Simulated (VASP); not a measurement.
GaP: G0W0 quasiparticle levels with PBE

**What was measured.**

From “Stacking defects in GaP nanowires: Electronic structure and optical properties”, 2018, arxiv:1810.01194, for a bulk crystal of GaP at 10 K: band gap 2.34 eV (indirect).

The system is GaP.

```
CELL_PARAMETERS angstrom
0.00000 2.75284 2.75284
2.75284 0.00000 2.75284
2.75284 2.75284 0.00000
ATOMIC_POSITIONS crystal
Ga 0.00000 0.00000 0.00000
P 0.25000 0.25000 0.25000
```

```yaml
Program: VASP 6.6.1
Task: G0W0 quasiparticle levels
Functional: PBE
Potentials_or_basis: VASP PAW PBE potentials, release 64 (Ga_d_GW, P_GW)
Cutoff: 420 eV
k_mesh: 6 × 6 × 6
Occupations: gaussian, width 0.01 eV
Spin: no spin polarisation
GW_scheme: G0W0
GW_iterations: 1
Cutoff_of_the_response_function: 140
Frequency_points: 60
Empty_bands: 140
Further_INCAR_settings: ALGO = EVGW0; EDIFF = 1e-08; NBANDS = 149
```

| Item | Value |
| --- | --- |
| Band gap on the k mesh, mean-field level | 1.57 eV, direct |
| Quasiparticle gap | 2.20 eV |
| Least direct quasiparticle gap | 2.46 eV |

Levels at points of the mesh, in eV from the valence-band top:
| k point | band 7 | band 8 | band 9 | band 10 | band 11 | band 12 |
| --- | --- | --- | --- | --- | --- | --- |
| (0.00, 0.00, 0.00) | 0.00 | 0.00 | 0.00 | 1.57 | 3.89 | 3.89 |
| (0.50, 0.00, 0.00) | -6.46 | -1.07 | -1.07 | 1.58 | 4.72 | 4.72 |
| (0.50, 0.50, 0.00) | -6.61 | -2.58 | -2.58 | 1.71 | 1.85 | 10.35 |

Run time: 2.4 min on 4 MPI ranks on Intel(R) Xeon(R) 6975P-C (Granite Rapids), on a shared host, peak memory 0.79 GiB a rank.

A measured gap of GaP is 2.34 eV (indirect; 10 K; quoted in “Stacking defects in GaP nanowires: Electronic structure and optical properties”, 2018, arxiv:1810.01194); the calculated 2.20 eV misses it by -0.14 eV. Spin-orbit coupling on Ga is left out. The value is that of G0W0 on PBE, without temperature or zero-point motion.

Caveat: bands, screening cutoff and mesh are small and nothing is extrapolated, so the quasiparticle values aren't converged.
